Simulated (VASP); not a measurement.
Here is a VASP 6.6.1 calculation.

File POSCAR:

```
WF
1.0
    1.3658900000      0.7886000000      5.0696000000
   -1.3658900000      0.7886000000      5.0696000000
    0.0000000000     -1.5771900000      5.0696000000
W F
1 1
Direct
    0.8141200000      0.8141200000      0.8141200000
    0.9371200000      0.9371200000      0.9371200000
```

The input INCAR.step1:

```
SYSTEM = WF
  PREC = Accurate
  ENCUT = 520
  EDIFF = 1E-6
  ISMEAR = -1
  SIGMA = 0.05
  LREAL = .FALSE.
  LASPH = .TRUE.
  NELM = 60
  ALGO = Normal
  ISIF = 2
  LWAVE = .FALSE.
  LCHARG = .TRUE.
  LMAXMIX = 4
  GGA = PE
  NBANDS = 18
```

KPOINTS.step1

```
Automatic mesh
0
G
  11 11 11
  0 0 0
```

File INCAR.step2:

```
SYSTEM = WF
  PREC = Accurate
  ENCUT = 520
  EDIFF = 1E-6
  ISMEAR = 0
  SIGMA = 0.05
  LREAL = .FALSE.
  LASPH = .TRUE.
  NELM = 60
  ALGO = Normal
  ISIF = 2
  LWAVE = .FALSE.
  LCHARG = .FALSE.
  LMAXMIX = 4
  GGA = PE
  NBANDS = 18
  ICHARG = 11
```

Contents of KPOINTS.step2:

```
path GLB1,BZGX,QFP1Z,LP
15
line-mode
reciprocal
 0.0000000000  0.0000000000  0.0000000000  G
 0.5000000000  0.0000000000  0.0000000000  L

 0.5000000000  0.0000000000  0.0000000000  L
 0.5000000000  0.1827980402 -0.1827980402  B1

 0.8172019598  0.5000000000  0.1827980402  B
 0.5000000000  0.5000000000  0.5000000000  Z

 0.5000000000  0.5000000000  0.5000000000  Z
 0.0000000000  0.0000000000  0.0000000000  G

 0.0000000000  0.0000000000  0.0000000000  G
 0.3413990201  0.0000000000 -0.3413990201  X

 0.6586009799  0.3413990201  0.0000000000  Q
 0.5000000000  0.5000000000  0.0000000000  F

 0.5000000000  0.5000000000  0.0000000000  F
 0.6586009799  0.6586009799  0.1827980402  P1

 0.6586009799  0.6586009799  0.1827980402  P1
 0.5000000000  0.5000000000  0.5000000000  Z

 0.5000000000  0.0000000000  0.0000000000  L
 0.8172019598  0.3413990201  0.3413990201  P
```

Potentials or basis: VASP PAW PBE potentials, release 64 (W_sv, F).

Command:

```sh
$ cat potpaw_PBE.64/W_sv/POTCAR potpaw_PBE.64/F/POTCAR > POTCAR
$ cp INCAR.step1 INCAR
$ cp KPOINTS.step1 KPOINTS
$ mpirun -np 1 vasp_std > vasp.out
$ cp INCAR.step2 INCAR
$ cp KPOINTS.step2 KPOINTS
$ mpirun -np 1 vasp_std > vasp.out
```

(1) What does it give for the band gap along the path?

## Answers

(1) none (metal or under the smearing width).

Caveat: spin-orbit coupling is left out, which moves the levels of the heavy elements; an odd number of electrons without spin polarisation forces a metal; a magnetic or distorted state may lie lower.
